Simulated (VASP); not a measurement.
MgH2 (rutile): the bulk modulus from VASP (plane waves, PAW) at several levels of theory. Static lattice, third-order Birch-Murnaghan fit over five volumes.

| level | bulk modulus (GPa) |
|---|---|
| LDA | 54.5 |
| PBEsol | 50.6 |
| SCAN | 52.8 |
| r2SCAN | 52.4 |

The cell of the LDA run:

```yaml
crystal:
  lattice:
    - [4.41586, 0.00000, 0.00000]
    - [0.00000, 4.41586, 0.00000]
    - [0.00000, 0.00000, 2.96904]
  atoms:
    - { symbol: Mg, position: [0.00000, 0.00000, 0.00000] }
    - { symbol: Mg, position: [0.50000, 0.50000, 0.50000] }
    - { symbol: H, position: [0.30432, 0.30432, 0.00000] }
    - { symbol: H, position: [0.80432, 0.19568, 0.50000] }
    - { symbol: H, position: [0.19568, 0.80432, 0.50000] }
    - { symbol: H, position: [0.69568, 0.69568, 0.00000] }
```

Only levels that ran to the end are used. Left out are those held back, those with too coarse a band path, GW runs whose mesh misses a band edge, hybrids' fits of cells that aren't cubic and levels without matching references; a question may draw on a part of the rest.

The compound is MgH2 in the rutile structure.
